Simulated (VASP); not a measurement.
VASP input:

POSCAR:
```
HfN
1.0
  3.0968128176   0.0000000000   0.0000000000
 -1.5484064088   2.6819188861   0.0000000000
  0.0000000000   0.0000000000   5.3485846797
Hf N
2 2
Cart
  1.5484079572   0.8939720681   4.0114385098
 -0.0000015484   1.7879468180   1.3371461699
  0.0000000000   0.0000000000   0.0000000000
  0.0000000000   0.0000000000   2.6742923399
```

**KPOINTS**
```
Automatic mesh
0
Gamma
13 13 7
0 0 0
```

### INCAR
```
SYSTEM = HfN
PREC = Accurate; ENCUT = 520; LREAL = .False.
LASPH = .True.
EDIFF = 1E-7; NELM = 100; ALGO = Normal
LMAXMIX = 6
ISMEAR = -5
ISIF = 2
LWAVE = .False.; LCHARG = .True.; LORBIT = 11
NEDOS = 601
```

POTCAR, in this order: Hf_pv N (LDA.64 set). Program: vasp_std.

Translate this LDA calculation to Ansatz.

One equivalent input (not run):
Ansatz 0.2 input:
```yaml
crystal:
  lattice:
    - [3.0968128, 0.0000000, 0.0000000]
    - [-1.5484064, 2.6819189, 0.0000000]
    - [0.0000000, 0.0000000, 5.3485847]
  atoms:
    - { symbol: Hf, position: [0.6666670, 0.3333330, 0.7500000] }
    - { symbol: Hf, position: [0.3333330, 0.6666670, 0.2500000] }
    - { symbol: N, position: [0.0000000, 0.0000000, 0.0000000] }
    - { symbol: N, position: [0.0000000, 0.0000000, 0.5000000] }
kpoints:
  mp_grid: { grid: [13, 13, 7] }
hamiltonian:
  xc: lda
  pseudopotentials: { kind: paw }
scf:
  occupations: { method: tetrahedron }
  max_iter: 100
output: { forces: true, stress: true, eigenvalues: true }
```
The two are equivalent in intent, not identical: each code has its own PAW files, so the cut-off isn't converted (ENCUT is set for VASP's; basis.ecutwfc is left out, and Ansatz then takes the one that its files recommend); Ansatz stops its SCF on the density residual and VASP on the energy change (EDIFF); Ansatz's lda is the Perdew-Wang form, while the LDA potentials of VASP carry Perdew-Zunger's.

The structure comes from a computed database's HfN entry (P6_3/mmc); how it stands against other phases isn't given here. It was relaxed first.
